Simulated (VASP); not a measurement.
Ag:

```
Ag
1.0
     0.00000    2.04275    2.04275
     2.04275    0.00000    2.04275
     2.04275    2.04275    0.00000
Ag
1
Direct
  0.00000 0.00000 0.00000
```

- Program: VASP 6.6.1
- Task: relaxation of cell and atoms
- Functional: RPBE
- Potentials or basis: VASP PAW PBE potentials, release 64 (Ag)
- Cutoff: 600 eV
- k mesh: 16 × 16 × 16
- Occupations: methfessel-paxton, width 0.1 eV
- Spin: no spin polarisation

At the start: pressure 8.7 GPa; volume 17.05 Å³/atom.

Task: Where does the relaxation end?

Result: Over 3 steps the energy falls by 39.4 meV/atom and the volume is 18.66 Å³/atom (+9.4 %); space group Fm-3m (No. 225, to 0.05 Å).

The path:
| step | energy change (eV) | largest force (eV/Å) | pressure (GPa) | volume (Å³) |
| --- | --- | --- | --- | --- |
| 1 | 0.0000 | 0.0000 | 8.67 | 17.05 |
| 2 | -0.0330 | 0.0000 | -2.59 | 19.43 |
| 3 | -0.0394 | 0.0000 | 0.06 | 18.66 |

Final structure:
```
Ag
1.0
     0.00000    2.10516    2.10516
     2.10516    0.00000    2.10516
     2.10516    2.10516    0.00000
Ag
1
Direct
  0.00000 0.00000 0.00000
```

Caveat: the PAW data sets were made with another functional, which shifts forces and pressure a little.
